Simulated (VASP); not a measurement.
Output of a VASP run:

OSZICAR:
```
       N       E                     dE             d eps       ncg     rms          rms(c)
DAV:   1     0.123251684610E+03    0.12325E+03   -0.11469E+04  5880   0.139E+03
DAV:   2    -0.209868307068E+02   -0.14424E+03   -0.14226E+03  7161   0.338E+02
DAV:   3    -0.241571288241E+02   -0.31703E+01   -0.31143E+01  7875   0.446E+01
DAV:   4    -0.241726939451E+02   -0.15565E-01   -0.15564E-01  6692   0.369E+00
DAV:   5    -0.241728327902E+02   -0.13885E-03   -0.13884E-03  7966   0.323E-01    0.211E+01
DAV:   6    -0.234236673165E+02    0.74917E+00   -0.76202E+00  6909   0.188E+01    0.460E+00
DAV:   7    -0.232956415123E+02    0.12803E+00   -0.11659E+00  6587   0.687E+00    0.440E+00
DAV:   8    -0.232609208782E+02    0.34721E-01   -0.12281E-01  6979   0.293E+00    0.455E-01
DAV:   9    -0.232602499803E+02    0.67090E-03   -0.23271E-03  7273   0.437E-01    0.252E-01
DAV:  10    -0.232602163072E+02    0.33673E-04   -0.75801E-04  7084   0.257E-01    0.586E-02
DAV:  11    -0.232602019950E+02    0.14312E-04   -0.30442E-04  6972   0.138E-01    0.434E-02
DAV:  12    -0.232601955795E+02    0.64155E-05   -0.32386E-05  6685   0.420E-02    0.104E-02
DAV:  13    -0.232601951262E+02    0.45327E-06   -0.14825E-06  7805   0.756E-03    0.131E-03
DAV:  14    -0.232601950250E+02    0.10118E-06   -0.49480E-08  3619   0.170E-03    0.946E-04
DAV:  15    -0.232601949931E+02    0.31915E-07   -0.40140E-09  3178   0.509E-04
   1 F= -.24974755E+02 E0= -.24974705E+02  d E =-.249748E+02
       N       E                     dE             d eps       ncg     rms          rms(c)
DAV:   1    -0.232621043156E+02   -0.19093E-02   -0.67597E-02  6202   0.251E+00    0.229E-01
DAV:   2    -0.232608813543E+02    0.12230E-02   -0.22889E-03  7511   0.396E-01    0.115E-01
DAV:   3    -0.232605465513E+02    0.33480E-03   -0.96298E-04  7511   0.250E-01    0.419E-02
DAV:   4    -0.232605379388E+02    0.86125E-05   -0.59451E-05  6678   0.583E-02    0.155E-02
DAV:   5    -0.232605368919E+02    0.10470E-05   -0.31781E-06  7168   0.117E-02    0.716E-03
DAV:   6    -0.232605367884E+02    0.10344E-06   -0.56410E-07  7315   0.492E-03    0.134E-03
DAV:   7    -0.232605367661E+02    0.22304E-07   -0.49143E-08  3241   0.168E-03
   2 F= -.24975177E+02 E0= -.24975132E+02  d E =-.421899E-03
       N       E                     dE             d eps       ncg     rms          rms(c)
DAV:   1    -0.232606616412E+02   -0.12485E-03   -0.31153E-03  6216   0.540E-01    0.491E-02
DAV:   2    -0.232606047812E+02    0.56860E-04   -0.10726E-04  7483   0.860E-02    0.246E-02
DAV:   3    -0.232605889606E+02    0.15821E-04   -0.44457E-05  7511   0.535E-02    0.906E-03
DAV:   4    -0.232605885550E+02    0.40554E-06   -0.28228E-06  6692   0.127E-02    0.333E-03
DAV:   5    -0.232605885161E+02    0.38953E-07   -0.14766E-07  4611   0.257E-03
   3 F= -.24975212E+02 E0= -.24975168E+02  d E =-.456635E-03
       N       E                     dE             d eps       ncg     rms          rms(c)
DAV:   1    -0.232606945708E+02   -0.10602E-03   -0.38628E-03  6881   0.541E-01    0.458E-02
DAV:   2    -0.232606425002E+02    0.52071E-04   -0.14796E-04  7077   0.946E-02    0.239E-02
DAV:   3    -0.232606295251E+02    0.12975E-04   -0.35538E-05  7301   0.465E-02    0.859E-03
DAV:   4    -0.232606285199E+02    0.10052E-05   -0.46183E-06  7182   0.162E-02    0.344E-03
DAV:   5    -0.232606285028E+02    0.17063E-07   -0.27347E-07  6242   0.342E-03
   4 F= -.24975246E+02 E0= -.24975202E+02  d E =-.339698E-04
```

**OUTCAR**
```
------------------------ aborting loop because EDIFF is reached ----------------------------------------
 Edisp (eV)   -1.71462
  FORCE on cell =-STRESS in cart. coord.  units (eV):
  Direction    XX          YY          ZZ          XY          YZ          ZX
  --------------------------------------------------------------------------------------
  Total      -1.51424    -1.51424    -1.51619     0.00000     0.00000     0.00000
  in kB     -59.80621   -59.80621   -59.88308     0.00000     0.00000     0.00000
  external pressure =      -59.83 kB  Pullay stress =        0.00 kB
  volume of cell :       40.57
      direct lattice vectors                 reciprocal lattice vectors
    -1.606186138  1.606186138  3.931049456     0.000000000  0.311296423  0.127192498
     1.606186138 -1.606186138  3.931049456     0.311296423  0.000000000  0.127192498
     1.606186138  1.606186138 -3.931049456     0.311296423  0.311296423  0.000000000
 POSITION                                       TOTAL-FORCE (eV/Angst)
 -----------------------------------------------------------------------------------
      0.00000      0.00000      5.22813        -0.000000     -0.000000      0.001861
      1.60619      1.60619     -1.29708         0.000000      0.000000     -0.001861
      0.00000      0.00000      0.00000        -0.000000     -0.000000      0.000000
 -----------------------------------------------------------------------------------
    total drift:                               -0.000000     -0.000000      0.000000
  FREE ENERGIE OF THE ION-ELECTRON SYSTEM (eV)
  ---------------------------------------------------
  free  energy   TOTEN  =       -24.9752458492 eV

  energy  without entropy=      -24.9751150548  energy(sigma->0) =      -24.97520225

 reached required accuracy - stopping structural energy minimisation
```
(Selected blocks of OUTCAR.)

### POSCAR
```
MoSi2
1
   -1.6049847217     1.6049847217     3.9369368565
    1.6049847217    -1.6049847217     3.9369368565
    1.6049847217     1.6049847217    -3.9369368565
Si Mo
2 1
Direct
  0.6655014272   0.6655014272   1.0000000000
  0.3344985728   0.3344985728   0.0000000000
  1.0000000000   1.0000000000   1.0000000000
```

Write an INCAR and KPOINTS that could have produced this output.

One answer among several that fit: the input of the run itself, PBE GGA with D3 dispersion (Becke-Johnson damping), plane waves, VASP's PBE PAW potentials (set 64).

### INCAR
```
SYSTEM=MoSi2
PREC=Accurate; ENCUT=520; LREAL=.False.
LASPH=.True.
EDIFF=1E-7; NELM=100; ALGO=Normal
LMAXMIX=4
ISMEAR=1; SIGMA=0.1
GGA=PE; IVDW=12
IBRION=2; NSW=30; ISIF=4
EDIFFG=-0.01
LWAVE=.False.; LCHARG=.False.
```

### KPOINTS
```
kpoints
0
G
  13 13 13
0 0 0
```

POTCAR, in this order: Si Mo_sv (PBE.64 set). Program: vasp_std.

The compound is MoSi2 in the MoSi2 type structure. This cell is one point of a volume scan, at 1.03 of the reference volume. Symmetry was kept, so distortions that lower it aren't found.
